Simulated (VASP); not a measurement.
The input files of a VASP run:

**KPOINTS**
```
kpoints
0
Gamma
 6 6 6
```

File POSCAR:
```
BaF2
1
   -0.0000000000     3.1697153065     3.1697153065
    3.1697153065    -0.0000000000     3.1697153065
    3.1697153065     3.1697153065     0.0000000000
Ba F
1 2
Direct
  0.0000000000   0.0000000000   0.0000000000
  0.2500000000   0.2500000000   0.2500000000
  0.7500000000   0.7500000000   0.7500000000
```

### INCAR
```
# general
SYSTEM   = BaF2
PREC     = Accurate
ENCUT    = 520   # plane-wave cut-off (eV)
LREAL    = F   # projection in real space or not
LASPH    = T

# electronic loop
EDIFF    = 1E-6
NELM     = 100   # most electronic steps
ALGO     = Normal
LMAXMIX  = 4   # l cut-off of mixed one-centre charges

# smearing
ISMEAR   = 0
SIGMA    = 0.05

# functional
GGA      = ML
LUSE_VDW = T
AGGAC    = 0.0
ZAB_VDW  = -1.8867

# ions
IBRION   = 2   # conjugate gradients
NSW      = 60   # most ionic steps
ISIF     = 3   # ions, shape and volume
EDIFFG   = -0.02   # ionic stop

# output
LWAVE    = F
LCHARG   = F
```

POTCAR, in this order: Ba_sv F (PBE.64 set). Program: vasp_std.

Problem. Write an equivalent input for Quantum ESPRESSO's pw.x.

Solution. One equivalent input (not run):
```
&CONTROL
  calculation = 'vc-relax'
  pseudo_dir = './pseudo'
  outdir = './out'
  tprnfor = .true.
  tstress = .true.
  nstep = 60
  forc_conv_thr = 0.00078
/
&SYSTEM
  ibrav = 0
  nat = 3
  ntyp = 2
  ecutwfc = 84
  occupations = 'smearing'
  smearing = 'gaussian'
  degauss = 0.003675
  input_dft = 'vdw-df2'
/
&ELECTRONS
  conv_thr = 7.3e-08
  electron_maxstep = 100
/
&IONS
/
&CELL
/
ATOMIC_SPECIES
  Ba 137.327 Ba.upf
  F 18.998 F.upf
CELL_PARAMETERS angstrom
    -0.0000000    3.1697153    3.1697153
     3.1697153   -0.0000000    3.1697153
     3.1697153    3.1697153    0.0000000
ATOMIC_POSITIONS crystal
  Ba   0.0000000  0.0000000  0.0000000
  F    0.2500000  0.2500000  0.2500000
  F    0.7500000  0.7500000  0.7500000
K_POINTS automatic
  6 6 6 0 0 0
```
What does not carry over: the potentials are each code's own (VASP's PAW set, PseudoDojo norm-conserving files in pw.x), so ENCUT and ecutwfc are chosen apart and not converted; conv_thr bounds pw.x's estimated SCF error, while EDIFF bounds the energy change between steps; forc_conv_thr acts on force components and is met together with etot_conv_thr.

The compound is BaF2 in the fluorite structure. This run relaxes it. Symmetry was kept, so distortions that lower it aren't found. The start is the result of an earlier pass.
